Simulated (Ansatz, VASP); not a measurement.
**La2O3 in two plane-wave programs**

Aim: how closely do two programs agree when they are given the same cell, functional and k mesh? The structure shown is the start of the Ansatz relaxation below; VASP solves that cell, so the two are compared at the walk's first step.

Calculated with Ansatz 0.2.0; plane waves, with VASP 6.6.1 beside it; single point at LDA.

## Step 1: Set-up

The structure is trigonal, space group P-3m1 (No. 164). Conventional cell: a = 3.845 Å, b = 3.845 Å, c = 5.828 Å, α = 90.00°, β = 90.00°, γ = 120.00°. Nearest to O lie 4 La at 2.31 to 2.36 Å. Nearest to O lie 6 La at 2.63 Å. Nearest to La lie 7 O at 2.31 to 2.63 Å. Farther neighbours and most contacts between anions are not listed.

## Step 2: Ansatz: relaxation, LDA

Ansatz runs on its PAW soft_1 files.

The two programs are compared at the cell with which this relaxation starts, whose forces are those of its first step.

Contents of input.yaml:

```yaml
crystal:
  lattice:
    - [3.8445537587, 0.0, 0.0]
    - [-1.9222768794, 3.3294812212, 0.0]
    - [0.0, 0.0, 5.8278429772]
  atoms:
    - { symbol: O, position: [0.6666666667, 0.3333333333, 0.3521036094] }
    - { symbol: O, position: [0.3333333333, 0.6666666667, 0.6478963906] }
    - { symbol: O, position: [0.0, 0.0, 0.0] }
    - { symbol: La, position: [0.6666666667, 0.3333333333, 0.757808781] }
    - { symbol: La, position: [0.3333333333, 0.6666666667, 0.242191219] }
kpoints:
  mp_grid: { grid: [9, 9, 4] }
hamiltonian:
  xc: lda
  pseudopotentials: { kind: paw, azcp: { folder: soft_1 }, xc_functional: pbe }
scf:
  occupations: { method: fixed }
output:
  forces: true
  stress: true
  eigenvalues: true
relax:
  adjacent_minimum: "off"
  f_tol: 0.001
  max_steps: 60
  cell: { stress_tol: 0.01, fix: [volume] }
```

The run is started by

```
$ ansatz run input.yaml --threads 4 --pin off --max-ram 16384MiB --backend cpu --events-out ev --progress --plain --runs-dir out
```

Numbers of over 12 decimals in the logs are rounded to 6 here.

The program printed:

```text
Engine: ansatz 0.2.0, aarch64-unknown-linux-gnu
Pseudopotentials: kind: paw
Pseudopotential: O, paw, valence charge 6, recommended cutoff 420 eV (normal), soft_1/O.paw.azcp
Pseudopotential: La, paw, valence charge 11, recommended cutoff 420 eV (normal), soft_1/La.paw.azcp
Functional definition: SPW92
  exchange = slater_x
  correlation = pw_c
Crystal: 5 atoms, lattice volume = 74.599 Å³
Basis set: ecut = 420 eV, 1483 PW (Γ)
Bands: 25, of which v1, the nominal top of the filled ones, is band 20 counted from 1 (19 counted from 0)
Symmetry: 12 space group operations
Space group: P-3m1 (ITA 164), of the structure as read, at distance tolerance 4.2e-5 Å
k-points: 43 of 324
Non-local potential: O, projectors of the file, l = 0: 2, l = 1: 2, l = 2: 1
Non-local potential: La, projectors of the file, l = 0: 3, l = 1: 2, l = 2: 2, l = 3: 3
PAW form: soft (Blöchl's): semilocal exchange-correlation on the pseudo side does not see the compensation charge
PAW frozen core: O, regenerated for the run's functional, and the local potential with it (the file was generated under x = pbe(κ = 0.804, μ = 0.219515), c = pbe(β = 0.066725))
PAW frozen core: La, regenerated for the run's functional, and the local potential with it (the file was generated under x = pbe(κ = 0.804, μ = 0.219515), c = pbe(β = 0.066725))
PAW one-centre angular grid: O, 110 points (default); XC on 64 Gauss nodes
PAW one-centre angular grid: La, 590 points (default); XC on 64 Gauss nodes
Initial density: superposition of atomic densities (chi_scale 0.1, normalization cell, long waves kept (reshape's long-wave potential 0.02 eV rms))
Initial wavefunctions: pseudopotential atomic-orbital guess
Functional: x = slater, c = lda
SCF iter   1: F=—  HF=-13828.953718 eV  |F-HF|=—  |Δ(HF+E_count)|=         —  Δρ=6.81e-2  dr2=3.29e0  ethr=3.10e-3  ⟨swp⟩=3.9  Hψ=4297  notcnv=0  defer=75
preconditioner: auto → Resta (q_TF=auto, 2.459 Å⁻¹)  ε∞=5.8  [insulator: Δε(μ)=3.032 eV  Ē_g=11.791 eV  n_scr=22 (ndim 8)  ℏωp=25.8 eV  f_vac=0.000  ε∞_Penn≈5.8]
SCF iter   2: F=—  HF=-13828.409842 eV  |F-HF|=—  |Δ(HF+E_count)|=   5.44e-1  Δρ=3.10e-2  dr2=8.88e-1  ethr=3.10e-3  ⟨swp⟩=4.9  Hψ=2706  notcnv=0  defer=85
SCF iter   3: F=—  HF=-13828.302585 eV  |F-HF|=—  |Δ(HF+E_count)|=   1.07e-1  Δρ=1.58e-2  dr2=2.54e-1  ethr=2.22e-3  ⟨swp⟩=2.0  Hψ=1577  notcnv=0  defer=112
SCF iter   4: F=—  HF=-13828.261433 eV  |F-HF|=—  |Δ(HF+E_count)|=   4.12e-2  Δρ=5.13e-3  dr2=3.01e-2  ethr=6.34e-4  ⟨swp⟩=4.5  Hψ=2275  notcnv=0  defer=118
SCF iter   5: F=—  HF=-13828.256990 eV  |F-HF|=—  |Δ(HF+E_count)|=   4.44e-3  Δρ=3.13e-3  dr2=6.99e-3  ethr=7.52e-5  ⟨swp⟩=5.0  Hψ=2197  notcnv=0  defer=124
SCF iter   6: F=—  HF=-13828.256003 eV  |F-HF|=—  |Δ(HF+E_count)|=   9.86e-4  Δρ=9.24e-4  dr2=6.63e-4  ethr=1.75e-5  ⟨swp⟩=2.6  Hψ=1558  notcnv=0  defer=125
SCF iter   7: F=—  HF=-13828.256157 eV  |F-HF|=—  |Δ(HF+E_count)|=   1.54e-4  Δρ=1.68e-4  dr2=2.50e-5  ethr=1.66e-6  ⟨swp⟩=2.6  Hψ=1528  notcnv=0  defer=125
SCF iter   8: F=—  HF=-13828.256165 eV  |F-HF|=—  |Δ(HF+E_count)|=   7.76e-6  Δρ=2.93e-5  dr2=8.13e-7  ethr=6.24e-8  ⟨swp⟩=2.5  Hψ=1694  notcnv=0  defer=124
SCF iter   9: F=-13828.256165 eV  HF=-13828.256165 eV  |F-HF|=6.27e-9  |Δ(HF+E_count)|=   5.43e-8  Δρ=4.78e-6  dr2=1.72e-8  ethr=2.50e-10  ⟨swp⟩=17.4  Hψ=8057  notcnv=0
SCF 1 converged in 9 iterations: F = -13828.256165 eV  dr2 = 1.72e-8
  greatest PAW one-centre occupation: 0.972 electrons in one spin orbital (limit 2), on the La atom at site 4 (counted from 0), in its partial waves of l = 0
relax step   1: F+E_penalty+E_count = -13828.25616476 eV  Δ(F+E_penalty+E_count) = +0.000e0 eV  max|allowed force component| = 1.788e-1 eV/Å  Δτ_max = 0.0000 Å  P = +6.138 GPa  Ω = 74.599 Å³  fix = [volume]  reactions: volume +6.138 GPa  (9 SCF iters, dr2 threshold 1.00e-7 eV, accepted)
[...]
relax step   7: F+E_penalty+E_count = -13828.25960957 eV  Δ(F+E_penalty+E_count) = -2.052e-4 eV  max|allowed force component| = 1.342e-4 eV/Å  Δτ_max = 0.0000 Å  P = +5.452 GPa  Ω = 74.599 Å³  fix = [volume]  reactions: volume +5.452 GPa  stress off target by 4.07e-2 GPa on what of the cell is left free  SCF on the basis re-selected at this cell (its energy is not comparable with the rows above)  (7 SCF iters)
[...]
relax step   8: F+E_penalty+E_count = -13828.25961544 eV  Δ(F+E_penalty+E_count) = -5.868e-6 eV  max|allowed force component| = 8.749e-5 eV/Å  Δτ_max = 0.0004 Å  P = +5.429 GPa  Ω = 74.599 Å³  energy of the carried Pulay correction = -4.053e-7 eV  fix = [volume]  reactions: volume +5.429 GPa  (6 SCF iters, dr2 threshold 4.14e-9 eV, accepted)
[...]
relax step   9: F+E_penalty+E_count = -13828.25960968 eV  Δ(F+E_penalty+E_count) = +5.753e-6 eV  max|allowed force component| = 9.687e-5 eV/Å  Δτ_max = 0.0000 Å  P = +5.429 GPa  Ω = 74.599 Å³  fix = [volume]  reactions: volume +5.429 GPa  stress off target by 3.51e-3 GPa on what of the cell is left free  SCF on the basis re-selected at this cell (its energy is not comparable with the rows above)  (5 SCF iters)
basis re-selected at this cell: Δ(F+E_penalty+E_count) = +5.753e-6 eV, ΔP = +0.000 GPa vs the last step (what re-selecting the basis moved, of the pressure what is left beyond the Pulay correction that the steps carried, after the strain that the cell walked since its last selection, with what the two solves' SCF thresholds leave and, on support functions, any second-order correction that the steps lacked; it is no m [...]
SCF converged after 5 iterations
Free energy (F): -13828.259610 eV
Harris-Foulkes:  -13828.259610 eV  (|F-HF|=3.64e-12)
Internal energy: -13828.259610 eV  (E = F + TS)
E sigma→0 (E₀):  -13828.259610 eV
Fermi energy:    10.583421 eV
--- Per-component energies (eV) ---
  E_band       = 31.384642
  E_kinetic    = 887.005040
  E_local      = -1382.256863  (includes V_loc(G=0)·N_el)
  E_nonlocal   = 344.838807
  E_hartree    = 518.793547
  E_xc         = -501.182997
  E_vxc        = -569.289322  (∫ρ·V_xc dr)
  E_paw        = -10943.737496  (= ΣΔE_a)
  E_vpaw       = -286.502427  (= ΣTr[D̂ρ^β])
  E_aug_tail   = 0.002326  (compensation charges beyond the density's cutoff)
  E_ewald      = -2752.656390
  E_core_change = 0.934417  (= ΣΔE_core)
  E_smearing   = -0.000000  (= −TS)
  E_closure    = 0.000000  (closes the sum)
  Σ components = -13828.259610   (vs F -13828.259610, Δ=0.00e0)
--- Forces (eV/Å), atoms counted from 1 ---
  atom   1  O      0.00000000     0.00000000    -0.00009687
  atom   2  O     -0.00000000    -0.00000000     0.00009687
  atom   3  O     -0.00000000    -0.00000000     0.00000000
  atom   4  La    -0.00000000    -0.00000000     0.00005015
  atom   5  La     0.00000000     0.00000000    -0.00005015
  max |Σ_I F_I| component: 1.62e-17 eV/Å
--- Stress (GPa, compression-positive) ---
        5.430537      -0.000000      -0.000000
       -0.000000       5.430537       0.000000
       -0.000000       0.000000       5.425278
  P = ⅓ Tr σ = 5.4288 GPa (54.288 kbar)
--- Band table (eV; the first three rows and the last of 43) ---
  k-point 0: bands = [... 16 lower, 8.6394, 10.0504, 10.0504, 10.3275, 14.9931, 14.9931, 14.9987, 16.2222, ... 1 higher]
  k-point 1: bands = [... 16 lower, 9.1606, 9.9801, 10.1307, 10.1307, 15.1113, 15.1113, 15.1421, 16.0788, ... 1 higher]
  k-point 2: bands = [... 16 lower, 9.3835, 9.5893, 10.2252, 10.2252, 15.2262, 15.2262, 15.3850, 15.9217, ... 1 higher]
  k-point 42: bands = [... 16 lower, 9.9607, 10.2957, 10.2957, 10.3814, 14.8650, 15.4693, 15.7311, 15.7311, ... 1 higher]
--- Relaxed structure (7 steps of the walk, 5 accepted, 2 SCFs on fresh bases) ---
  F+E_penalty+E_count = -13828.25960968 eV   max|allowed force component| = 9.687e-5 eV/Å   (the final SCF, on the basis selected at the relaxed cell)
  cell:  # Å, volume = 74.5985 Å³
    - [3.860130, 2.898445021824598e-11, -2.8705380598489717e-19]
    - [-1.930065, 3.342970, -2.870538059699667e-19]
    - [-4.351361984450133e-19, -7.536780039060719e-19, 5.780906]
  atoms:
    - { symbol: O, position: [0.666667, 0.333333, 0.350590] }
    - { symbol: O, position: [0.333333, 0.666667, 0.649410] }
    - { symbol: O, position: [0, 0, -1.1720414763028489e-19] }
    - { symbol: La, position: [0.666667, 0.333333, 0.759714] }
    - { symbol: La, position: [0.333333, 0.666667, 0.240286] }
```

The column dr2 measures how far the density is from self-consistency, as an energy; F and HF (Harris–Foulkes) agree once it is small.

## Step 3: VASP: single point, LDA, start cell

The same cell, functional (in two slightly different forms) and mesh now go to VASP, with its own data sets.

Lines of VASP's logs that name or quote its potential files are left out, and so is its time.

Contents of INCAR:

```
SYSTEM = La2O3
PREC = Accurate
ENCUT = 520
EDIFF = 1E-06
NELM = 200
ISMEAR = 0
SIGMA = 0.01
LREAL = .FALSE.
ALGO = Normal
GGA = PW92
NBANDS = 26
LASPH = .TRUE.
LORBIT = 11
LWAVE = .FALSE.
LCHARG = .FALSE.
ISIF = 2
GGA_COMPAT = .FALSE.
EFERMI = MIDGAP
LMAXMIX = 6
KPAR = 2
```

Contents of POSCAR:

```
La2O3
1.0
    3.8445540000      0.0000000000      0.0000000000
   -1.9222770000      3.3294810000      0.0000000000
    0.0000000000      0.0000000000      5.8278430000
O La
3 2
Direct
    0.6666666667      0.3333333333      0.3521036857
    0.3333333334      0.6666666666      0.6478963143
    0.0000000000      1.0000000000      0.0000000000
    0.6666666667      0.3333333333      0.7578088497
    0.3333333334      0.6666666666      0.2421911503
```

Contents of KPOINTS:

```
Automatic mesh
0
Gamma
9 9 4
0 0 0
```

The projector-augmented-wave data sets are O and La (LDA family, release 64).

The run is started by

```
$ mpirun -np 2 vasp_std
```

The program printed:

```text
[banner, memory and clock lines left out]
running    2 mpi-ranks, on    1 nodes
 distrk:  each k-point on    1 cores,    2 groups
 distr:  one band on    1 cores,    1 groups

 POSCAR found type information on POSCAR O La
 POSCAR found :  2 types and       5 ions
|                                                                             |
|               ----> ADVICE to this user running VASP <----                  |
|                                                                             |
|     You enforced a specific xc type in the INCAR file but a different       |
|     [... a line on the potential file left out ...]
|     I HOPE YOU KNOW WHAT YOU ARE DOING!                                     |
|                                                                             |

 LDA part: xc-table for (Slater(with rela. corr.)+PW92), standard interpolation
 POSCAR, INCAR and KPOINTS ok, starting setup
 FFT: planning ... GRIDC
 FFT: planning ... GRID_SOFT
 FFT: planning ... GRID
 WAVECAR not read
 entering main loop
       N       E                     dE             d eps       ncg     rms          rms(c)
DAV:   1     0.464161635963E+03    0.46416E+03   -0.15714E+04  2332   0.244E+03
DAV:   2     0.810357619915E+02   -0.38313E+03   -0.37213E+03  3108   0.385E+02
DAV:   3    -0.353985645306E+02   -0.11643E+03   -0.11362E+03  3858   0.205E+02
DAV:   4    -0.504496389110E+02   -0.15051E+02   -0.15026E+02  3822   0.795E+01
DAV:   5    -0.514270352492E+02   -0.97740E+00   -0.97690E+00  3824   0.234E+01    0.152E+01
DAV:   6    -0.460649650630E+02    0.53621E+01   -0.47175E+01  3560   0.415E+01    0.787E+00
DAV:   7    -0.459556685632E+02    0.10930E+00   -0.51031E+00  4352   0.227E+01    0.376E+00
DAV:   8    -0.458779015161E+02    0.77767E-01   -0.61633E-01  3936   0.654E+00    0.123E+00
DAV:   9    -0.458588851716E+02    0.19016E-01   -0.91277E-02  3904   0.234E+00    0.365E-01
DAV:  10    -0.458595265332E+02   -0.64136E-03   -0.25357E-02  3896   0.112E+00    0.170E-01
DAV:  11    -0.458597545471E+02   -0.22801E-03   -0.66691E-03  4176   0.619E-01    0.116E-01
DAV:  12    -0.458596240684E+02    0.13048E-03   -0.21601E-03  3600   0.285E-01    0.353E-02
DAV:  13    -0.458596498960E+02   -0.25828E-04   -0.64444E-04  4104   0.181E-01    0.325E-02
DAV:  14    -0.458596308850E+02    0.19011E-04   -0.13534E-04  3952   0.103E-01    0.500E-03
DAV:  15    -0.458596317276E+02   -0.84255E-06   -0.92101E-06  3288   0.223E-02
   1 F= -.45859632E+02 E0= -.45859632E+02  d E =0.000000E+00
```

Parts of OUTCAR (step 3):

```text
ion  position               nearest neighbor table
   1  0.667  0.333  0.352-   5 2.31   5 2.31   5 2.31   4 2.36
   2  0.333  0.667  0.648-   4 2.31   4 2.31   4 2.31   5 2.36
   3  0.000  0.000  0.000-   5 2.63   4 2.63   4 2.63   5 2.63   4 2.63   5 2.63
   4  0.667  0.333  0.758-   2 2.31   2 2.31   2 2.31   1 2.36   3 2.63   3 2.63   3 2.63   5 3.59
                             5 3.59   5 3.59
   5  0.333  0.667  0.242-   1 2.31   1 2.31   1 2.31   2 2.36   3 2.63   3 2.63   3 2.63   4 3.59
                             4 3.59   4 3.59

  LATTYP: Found a hexagonal cell.
 ALAT       =     3.8445540000
 C/A-ratio  =     1.5158697212

 Subroutine GETGRP returns: Found 12 space group operations
 (whereof 12 operations were pure point group operations)

The static configuration has the point symmetry D_3d.

 Found     43 irreducible k-points:

   k-points           NKPTS =     43   k-points in BZ     NKDIM =     43   number of bands    NBANDS=     26

   dimension x,y,z NGX =    30 NGY =   30 NGZ =   48
   dimension x,y,z NGXF=    60 NGYF=   60 NGZF=   96

   ENCUT  =  520.0 eV  38.22 Ry    6.18 a.u.   7.15  7.15 10.84*2*pi/ulx,y,z

   NELECT =      40.0000    total number of electrons

 k-points in reciprocal lattice and weights: Automatic mesh
   0.00000000  0.00000000  0.00000000       0.003
   0.11111111  0.00000000  0.00000000       0.019
   0.22222222  0.00000000  0.00000000       0.019
   0.33333333  0.00000000  0.00000000       0.019
   0.44444444  0.00000000  0.00000000       0.019
   0.11111111  0.11111111  0.00000000       0.019
   0.22222222  0.11111111  0.00000000       0.037
   0.33333333  0.11111111  0.00000000       0.037
   0.44444444  0.11111111  0.00000000       0.019
[...]
0.33333333  0.22222222  0.50000000       0.037
   0.33333333  0.33333333  0.50000000       0.006

 average (electrostatic) potential at core
       1 -67.3898       2 -67.3898       3 -66.8443       4 -93.6958       5 -93.6958

 E-fermi :   8.5132

 k-point     1 :       0.0000    0.0000    0.0000
  band No.  band energies     occupation
    ...
     16       4.4545      2.00000
     17       4.7007      2.00000
     18       6.1013      2.00000
     19       6.1013      2.00000
     20       6.3840      2.00000
     21      11.0267      0.00000
     22      11.1339      0.00000
     23      11.1339      0.00000
     24      12.2892      0.00000
     25      12.2960      0.00000
    ...

 k-point     2 :       0.1111    0.0000    0.0000
  band No.  band energies     occupation
    ...
     16       4.5067      2.00000
     17       5.1238      2.00000
     18       5.9113      2.00000
     19       6.1063      2.00000
     20       6.3427      2.00000
     21      11.1204      0.00000
     22      11.2016      0.00000
     23      11.2530      0.00000
     24      12.2145      0.00000
     25      12.2595      0.00000
    ...

 k-point     3 :       0.2222    0.0000    0.0000
  band No.  band energies     occupation
    ...
     16       4.6987      2.00000
     17       5.4585      2.00000
     18       5.6214      2.00000
     19       6.1656      2.00000
     20       6.3435      2.00000
     21      10.9647      0.00000
     22      11.3590      0.00000
     23      11.5414      0.00000
     24      12.1883      0.00000
     25      12.1943      0.00000
    ...

  Total        2.8942642      2.8942635      2.5161896     -0.0000000     -0.0000000      0.0000000
  in kB       62.1610591     62.1610430     54.0410277     -0.0000000     -0.0000000      0.0000000
  external PRESSURE =      59.4543766 kB  Pullay stress =       0.0000000 kB

  energy-cutoff  :      520.00
  volume of cell :       74.60
      direct lattice vectors                 reciprocal lattice vectors
     3.844554000  0.000000000  0.000000000     0.260108195  0.150173556  0.000000000
    -1.922277000  3.329481000  0.000000000     0.000000000  0.300347111  0.000000000
     0.000000000  0.000000000  5.827843000     0.000000000  0.000000000  0.171590072

 POSITION                                       TOTAL-FORCE (eV/Angst)
 -----------------------------------------------------------------------------------
      1.92228      1.10983      2.05200        -0.000000     -0.000000      0.019828
      0.00000      2.21965      3.77584         0.000000      0.000000     -0.019828
      0.00000      0.00000      0.00000        -0.000000      0.000000      0.000000
      1.92228      1.10983      4.41639        -0.000000      0.000000      0.180558
      0.00000      2.21965      1.41145        -0.000000     -0.000000     -0.180558
 -----------------------------------------------------------------------------------
    total drift:                               -0.000001      0.000001      0.000000

  FREE ENERGIE OF THE ION-ELECTRON SYSTEM (eV)
  ---------------------------------------------------
  free  energy   TOTEN  =       -45.8596317276 eV

  energy  without entropy=      -45.8596317276  energy(sigma->0) =      -45.85963173

 total charge
# of ion       s       p       d       f       tot
--------------------------------------------------
    1        1.565   3.476   0.000   0.000   5.041
    2        1.565   3.476   0.000   0.000   5.041
    3        1.548   3.401   0.000   0.000   4.949
    4        2.043   5.696   0.730   0.293   8.761
    5        2.043   5.696   0.730   0.293   8.761
--------------------------------------------------
tot          8.765  21.743   1.460   0.586  32.553

[... 3 further parts left out ...]
```

The run ends at a pressure of 5.95 GPa, with forces up to 0.18 eV/Å.

## Step 4: Side by side

Known differences besides the potentials themselves: fixed occupations in Ansatz, narrow Gaussian smearing in VASP; the cutoff is 420 eV in Ansatz and 520 eV in VASP; VASP's log shows a relativistic correction to its local exchange, Ansatz's none. Total energies have different zeros and are not compared.

Forces (eV/Å; atoms numbered as in POSCAR):

| atom | Ansatz x, y, z | VASP x, y, z |
| --- | --- | --- |
| O1 | 0.000, 0.000, 0.020 | 0.000, 0.000, 0.020 |
| O2 | 0.000, 0.000, -0.020 | 0.000, 0.000, -0.020 |
| O3 | 0.000, 0.000, 0.000 | 0.000, 0.000, 0.000 |
| La4 | 0.000, 0.000, 0.179 | 0.000, 0.000, 0.181 |
| La5 | 0.000, 0.000, -0.179 | 0.000, 0.000, -0.181 |

The forces differ by 0.6 meV/Å r.m.s., which is 0.9 % of the r.m.s. force of 0.066 eV/Å (both taken over all components).

## Step 5: Outcome

| Item | Value |
| --- | --- |
| r.m.s. force difference (single point, LDA, start cell) | 0.63 meV/Å |

**Reading.** The r.m.s. force difference is 0.63 meV/Å (single point, LDA, start cell), within the 12 meV/Å picked in this series as the mark of a large difference. How closely two codes agree says nothing of how well the functional describes the real material.

[Lines on the potential files, build, host, timing and source positions are cut from VASP's logs without a mark.]

[Logs are printed without paths, hosts, clocks, repeated set-up lines and the standing remarks that a program may print on its own settings, such as how far it seeks lower states.]

[Hosts, paths, dates, database ids (printed as entryN), source tags and the programs' standing remarks are cut or masked in the printed files.]
